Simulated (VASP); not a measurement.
Given:

```
NbV3N4
1.0
    4.20250     0.00000     0.00000
    0.00000     4.20250     0.00000
    0.00000     0.00000     4.20250
V N Nb
3 4 1
Cartesian
  0.00000   0.00000   0.00000
  2.10125   2.10125   0.00000
  2.10125   0.00000   2.10125
  2.10125   2.10125   2.10125
  0.00000   0.00000   2.10125
  0.00000   2.10125   0.00000
  2.10125   0.00000   0.00000
  0.00000   2.10125   2.10125
```

Level of theory: PBEsol GGA, VASP's PBE PAW potentials (set 64) (plane waves; VASP). Settings: 520 eV cut-off, 8×8×8 Γ-centred mesh, first-order Methfessel-Paxton smearing of 0.10 eV, potentials V_sv N Nb_sv.

Energy and stress use the plane-wave basis of the starting cell.

### Question
The ions, cell shape and volume are relaxed. Which structure does the run end with?

### Answer

```
NbV3N4
1.0
    4.17168     0.00000     0.00000
    0.00000     4.17168     0.00000
    0.00000     0.00000     4.17168
V N Nb
3 4 1
Direct
  0.00000   0.00000   0.00000
  0.50000   0.50000   0.00000
  0.50000   0.00000   0.50000
  0.50000   0.50000   0.50000
  0.00000   0.00000   0.50000
  0.00000   0.50000   0.00000
  0.50000   0.00000   0.00000
  0.00000   0.50000   0.50000
```
Space group Pm-3m (221), at a tolerance of 0.03 Å.

### Question
How do energy and volume change from the first to the last step?

### Answer
The energy (σ→0) changes by -4.7 meV/atom and the volume by -2.2 %, in 3 ionic steps.

The structure was generated: NbV3N4 was put into an ordered model structure (Pm-3m), which need not be its known phase. This run relaxes it. Symmetry was kept, so distortions that lower it aren't found. The run is not spin-polarised, so no magnetic state was tried.
